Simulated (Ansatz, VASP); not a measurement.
## Cross-check of Ta2O5 between VASP and Ansatz

One calculation is typed for both programs; each brings its own data sets and cutoff. How far apart do they land?

Main program and level: Ansatz 0.2.0; plane waves, with VASP 6.6.1 beside it; band structure at LDA.

## 1. Starting point

Symmetry: P2/m, No. 10, monoclinic system. Conventional cell: a = 3.841 Å, b = 3.863 Å, c = 6.778 Å, α = 90.00°, β = 105.57°, γ = 90.00°. Nearest to Ta lie 6 O at 1.91 to 2.20 Å. Nearest to O lie 2 Ta at 1.93 Å. Nearest to O lie 3 Ta at 1.98 to 2.20 Å. O has 2 Ta at 1.91 Å nearest. Farther neighbours and most contacts between anions are not listed.

Coordinates:

```cif
data_structure
_symmetry_space_group_name_H-M 'P 1'
_symmetry_Int_Tables_number 1
_cell_length_a 3.8414
_cell_length_b 3.8627
_cell_length_c 6.7776
_cell_angle_alpha 90.000
_cell_angle_beta 105.568
_cell_angle_gamma 90.000
_cell_volume 96.88
loop_
_atom_site_label
_atom_site_type_symbol
_atom_site_fract_x
_atom_site_fract_y
_atom_site_fract_z
_atom_site_occupancy
Ta1 Ta 0.64816 0.00000 0.79208 1
Ta2 Ta 0.35184 0.00000 0.20792 1
O3 O 0.66299 0.50000 0.79935 1
O4 O 0.33701 0.50000 0.20065 1
O5 O 0.18970 0.00000 0.87165 1
O6 O 0.81030 0.00000 0.12835 1
O7 O 0.50000 0.00000 0.50000 1
```

## 2. VASP: band structure, LDA

Levels along a path test the potential and the projectors away from the mesh points.

Lines of VASP's logs that name or quote its potential files are left out, and so is its time.

File INCAR:

```
SYSTEM = Ta2O5
PREC = Accurate
ENCUT = 440
EDIFF = 1E-08
NELM = 100
ISMEAR = 0
SIGMA = 0.01
LREAL = .FALSE.
ALGO = Normal
GGA = CA
NBANDS = 35
LASPH = .TRUE.
LORBIT = 11
LWAVE = .TRUE.
LCHARG = .FALSE.
KPAR = 4
```

File POSCAR:

```
Ta2O5
1.0
    3.8414080139      0.0000000000      0.0000000000
    0.0000000000      3.8627157500      0.0000000000
   -1.8189421445      0.0000000000      6.5289594201
Ta O
2 5
Direct
    0.6481609753      0.0000000000      0.7920815962
    0.3518390247      0.0000000000      0.2079184038
    0.6629904298      0.5000000000      0.7993477319
    0.3370095702      0.5000000000      0.2006522681
    0.1897033761      0.0000000000      0.8716485215
    0.8102966239      0.0000000000      0.1283514785
    0.5000000000      0.0000000000      0.5000000000
```

File KPOINTS:

```
Automatic mesh
0
Gamma
4 4 2
0 0 0
```

File KPOINTS_OPT:

```
Line mode
8
Line-mode
Reciprocal
  0.00000000   0.00000000   0.00000000 GAMMA
  0.00000000   0.00000000   0.50000000 Y

  0.00000000   0.00000000   0.50000000 Y
 -0.45684987   0.00000000   0.71632263 H

 -0.45684987   0.00000000   0.71632263 H
 -0.50000000   0.00000000   0.50000000 C

 -0.50000000   0.00000000   0.50000000 C
 -0.50000000   0.50000000   0.50000000 E

 -0.50000000   0.50000000   0.50000000 E
 -0.54315013   0.50000000   0.28367737 M1

 -0.54315013   0.50000000   0.28367737 M1
 -0.50000000   0.50000000   0.00000000 A

 -0.50000000   0.50000000   0.00000000 A
 -0.50000000   0.00000000   0.00000000 X

 -0.50000000   0.00000000   0.00000000 X
 -0.54315013   0.00000000   0.28367737 H1

 -0.45684987   0.50000000   0.71632263 M
  0.00000000   0.50000000   0.50000000 D

  0.00000000   0.50000000   0.50000000 D
  0.00000000   0.50000000   0.00000000 Z

  0.00000000   0.00000000   0.50000000 Y
  0.00000000   0.50000000   0.50000000 D
```

Potentials, in the order of the species: Ta_sv_GW and O_GW (LDA family, release 64).

The run is started by

```bash
$ mpirun -np 4 vasp_std
```

Numbers of over 12 decimals in the logs are rounded to 6 here.

Log:

```text
[banner, memory and clock lines left out]
running    4 mpi-ranks, on    1 nodes
 distrk:  each k-point on    1 cores,    4 groups
 distr:  one band on    1 cores,    1 groups

 POSCAR found type information on POSCAR TaO
 POSCAR found :  2 types and       7 ions
 LDA part: xc-table for (Slater(with rela. corr.)+CA(PZ))
 , standard interpolation
 POSCAR, INCAR and KPOINTS ok, starting setup
 FFT: planning ... GRIDC
 FFT: planning ... GRID_SOFT
 FFT: planning ... GRID
 WAVECAR not read
 entering main loop
       N       E                     dE             d eps       ncg     rms          rms(c)
DAV:   1     0.615619581518E+03    0.61562E+03   -0.30251E+04  1276   0.141E+03
DAV:   2    -0.500612157303E+02   -0.66568E+03   -0.64792E+03  1985   0.615E+02
DAV:   3    -0.954019428323E+02   -0.45341E+02   -0.45100E+02  1560   0.147E+02
DAV:   4    -0.974282777197E+02   -0.20263E+01   -0.20241E+01  2016   0.309E+01
DAV:   5    -0.974661183009E+02   -0.37841E-01   -0.37833E-01  1688   0.306E+00    0.805E+01
DAV:   6    -0.801015311963E+02    0.17365E+02   -0.85680E+01  1976   0.680E+01    0.131E+02
DAV:   7    -0.810557420331E+02   -0.95421E+00   -0.33620E+00  1778   0.123E+01    0.113E+02
DAV:   8    -0.810807831798E+02   -0.25041E-01   -0.88614E+00  1840   0.211E+01    0.191E+02
DAV:   9    -0.793982008232E+02    0.16826E+01   -0.34882E+00  1527   0.126E+01    0.238E+02
DAV:  10    -0.793818969765E+02    0.16304E-01   -0.80204E-01  1880   0.791E+00    0.170E+02
DAV:  11    -0.792799913092E+02    0.10191E+00   -0.28971E-01  1834   0.416E+00    0.411E+01
DAV:  12    -0.792710805304E+02    0.89108E-02   -0.37318E-02  1888   0.167E+00    0.103E+01
DAV:  13    -0.792699817959E+02    0.10987E-02   -0.53722E-03  1733   0.656E-01    0.603E+00
DAV:  14    -0.792699089389E+02    0.72857E-04   -0.98715E-04  1832   0.262E-01    0.491E-01
DAV:  15    -0.792699331192E+02   -0.24180E-04   -0.57868E-05  1888   0.681E-02    0.250E-02
DAV:  16    -0.792699422105E+02   -0.90912E-05   -0.21383E-05  1800   0.293E-02    0.224E-01
DAV:  17    -0.792699412153E+02    0.99512E-06   -0.67132E-06  1800   0.190E-02    0.130E-02
DAV:  18    -0.792699415239E+02   -0.30856E-06   -0.42725E-07  1672   0.398E-03    0.228E-03
DAV:  19    -0.792699415842E+02   -0.60335E-07   -0.16110E-07  1768   0.312E-03    0.103E-02
DAV:  20    -0.792699415831E+02    0.11596E-08   -0.31557E-08  1192   0.148E-03
   1 F= -.79269942E+02 E0= -.79269942E+02  d E =-.705443-121
 Start KPOINTS_OPT (optional k-point list driver)
k-point batch [1-18\88]
       N       E                     dE             ncg
DAV:   1    -0.164166475980E+04   -0.13574E+05     1276
DAV:   2    -0.131798420565E+05   -0.11538E+05     1928
DAV:   3    -0.140708787756E+05   -0.89104E+03     1744
DAV:   4    -0.141118962277E+05   -0.41017E+02     2064
DAV:   5    -0.141128518609E+05   -0.95563E+00     1805
DAV:   6    -0.141128740110E+05   -0.22150E-01     2040
DAV:   7    -0.141128743480E+05   -0.33693E-03     1925
DAV:   8    -0.141128743563E+05   -0.83538E-05     2008
DAV:   9    -0.141128743565E+05   -0.21784E-06     1624
DAV:  10    -0.141128743566E+05   -0.25402E-07     1272
DAV:  11    -0.141128743566E+05   -0.21391E-08     1168
[...]
k-point batch [73-88\88]
       N       E                     dE             ncg
DAV:   1     0.130033598096E+04   -0.20709E+05     1128
DAV:   2    -0.915943556458E+04   -0.10460E+05     1752
DAV:   3    -0.989397327419E+04   -0.73454E+03     1512
DAV:   4    -0.993176286548E+04   -0.37790E+02     1896
DAV:   5    -0.993240624933E+04   -0.64338E+00     1568
DAV:   6    -0.993242139522E+04   -0.15146E-01     1800
DAV:   7    -0.993242159253E+04   -0.19732E-03     1608
DAV:   8    -0.993242160124E+04   -0.87082E-05     1840
DAV:   9    -0.993242160136E+04   -0.11953E-06     1440
DAV:  10    -0.993242160137E+04   -0.95715E-08     1120
 writing wavefunctions
```

Parts of OUTCAR (step 2):

```text
ion  position               nearest neighbor table
   1  0.648  0.000  0.792-   7 1.91   3 1.93   3 1.93   5 1.98   5 2.00   6 2.20
   2  0.352  0.000  0.208-   7 1.91   4 1.93   4 1.93   6 1.98   6 2.00   5 2.20
   3  0.663  0.500  0.799-   1 1.93   1 1.93
   4  0.337  0.500  0.201-   2 1.93   2 1.93
   5  0.190  0.000  0.872-   1 1.98   1 2.00   2 2.20
   6  0.810  0.000  0.128-   2 1.98   2 2.00   1 2.20
   7  0.500  0.000  0.500-   1 1.91   2 1.91

  LATTYP: Found a simple monoclinic cell.
 ALAT       =     3.8414080139
 B/A-ratio  =     1.0055468557
 C/A-ratio  =     1.7643530617
 COS(beta)  =    -0.2683755528

 Subroutine GETGRP returns: Found  4 space group operations
 (whereof  4 operations were pure point group operations)

The static configuration has the point symmetry C_2h.

 Found     18 irreducible k-points:

   k-points           NKPTS =     18   k-points in BZ     NKDIM =     18   number of bands    NBANDS=     35

   dimension x,y,z NGX =    28 NGY =   28 NGZ =   48
   dimension x,y,z NGXF=    56 NGYF=   56 NGZF=   96

   ENCUT  =  440.0 eV  32.34 Ry    5.69 a.u.   6.57  6.61 11.59*2*pi/ulx,y,z

   NELECT =      56.0000    total number of electrons

 k-points in reciprocal lattice and weights: Automatic mesh
   0.00000000  0.00000000  0.00000000       0.031
   0.25000000  0.00000000  0.00000000       0.062
   0.50000000  0.00000000  0.00000000       0.031
   0.00000000  0.25000000  0.00000000       0.062
   0.25000000  0.25000000  0.00000000       0.125
   0.50000000  0.25000000  0.00000000       0.062
   0.00000000  0.50000000  0.00000000       0.031
   0.25000000  0.50000000  0.00000000       0.062
   0.50000000  0.50000000  0.00000000       0.031
[...]
0.25000000  0.50000000  0.50000000       0.062
   0.50000000  0.50000000  0.50000000       0.031

 average (electrostatic) potential at core
       1 -90.0321       2 -90.0321       3 -71.9429       4 -71.9429       5 -72.8703
       6 -72.8703       7 -72.8289

 E-fermi :   2.7090

 k-point     1 :       0.0000    0.0000    0.0000
  band No.  band energies     occupation
    ...
     24       1.4475      2.00000
     25       1.5869      2.00000
     26       1.7087      2.00000
     27       1.8995      2.00000
     28       1.9202      2.00000
     29       4.6761      0.00000
     30       5.0805      0.00000
     31       5.2337      0.00000
     32       6.7759      0.00000
     33       6.8287      0.00000
    ...

 k-point     2 :       0.2500    0.0000    0.0000
  band No.  band energies     occupation
    ...
     24       1.2299      2.00000
     25       1.3374      2.00000
     26       1.6172      2.00000
     27       1.6178      2.00000
     28       1.8160      2.00000
     29       5.0461      0.00000
     30       5.5365      0.00000
     31       5.8445      0.00000
     32       5.9914      0.00000
     33       7.1488      0.00000
    ...

 k-point     3 :       0.5000    0.0000    0.0000
  band No.  band energies     occupation
    ...
     24       1.0066      2.00000
     25       1.3217      2.00000
     26       1.4152      2.00000
     27       1.5786      2.00000
     28       1.7689      2.00000
     29       4.9426      0.00000
     30       5.5489      0.00000
     31       6.4809      0.00000
     32       7.0894      0.00000
     33       7.3364      0.00000
    ...

  Total       -4.9919709     -5.0772781     -5.3850171      0.0000000      0.0000000     -0.1424564
  in kB      -82.5572981    -83.9681105    -89.0575024      0.0000000      0.0000000     -2.3559463
  external PRESSURE =     -85.1943037 kB  Pullay stress =       0.0000000 kB

  energy-cutoff  :      440.00
  volume of cell :       96.88
      direct lattice vectors                 reciprocal lattice vectors
     3.841408014  0.000000000  0.000000000     0.260321215  0.000000000  0.072524456
     0.000000000  3.862715750  0.000000000     0.000000000  0.258885216  0.000000000
    -1.818942145  0.000000000  6.528959420     0.000000000  0.000000000  0.153163764

 POSITION                                       TOTAL-FORCE (eV/Angst)
 -----------------------------------------------------------------------------------
      1.04910      0.00000      5.17147        -0.031048     -0.000000     -0.060011
      0.97337      0.00000      1.35749         0.031048     -0.000000      0.060011
      1.09285      1.93136      5.21891         0.030092     -0.000000      0.032679
      0.92962      1.93136      1.31005        -0.030092      0.000000     -0.032679
     -0.85675      0.00000      5.69096         0.002007     -0.000000      0.002138
      2.87922      0.00000      0.83800        -0.002007     -0.000000     -0.002138
      1.01123      0.00000      3.26448         0.000000     -0.000000      0.000000
 -----------------------------------------------------------------------------------
    total drift:                               -0.000000     -0.000000      0.000000

  FREE ENERGIE OF THE ION-ELECTRON SYSTEM (eV)
  ---------------------------------------------------
  free  energy   TOTEN  =       -79.2699415831 eV

  energy  without entropy=      -79.2699415831  energy(sigma->0) =      -79.26994158

 total charge
# of ion       s       p       d       f       tot
--------------------------------------------------
    1        3.415   6.105   2.060   0.255  11.835
    2        3.415   6.105   2.060   0.255  11.835
    3        1.542   3.464   0.000   0.000   5.006
    4        1.542   3.464   0.000   0.000   5.006
    5        1.529   3.496   0.000   0.000   5.025
    6        1.529   3.496   0.000   0.000   5.025
    7        1.539   3.474   0.000   0.000   5.014
--------------------------------------------------
tot         14.511  29.605   4.121   0.509  48.745

[... 3 further parts left out ...]
```

The run ends at a pressure of -8.52 GPa, with forces up to 0.068 eV/Å.

[end of part 1 of 2]

[Lines on the potential files, build, host, timing and source positions are cut from VASP's logs without a mark.]

[Logs are printed without paths, hosts, clocks, repeated set-up lines and the standing remarks that a program may print on its own settings, such as how far it seeks lower states.]

[Hosts, paths, dates, database ids (printed as entryN), source tags and the programs' standing remarks are cut or masked in the printed files.]
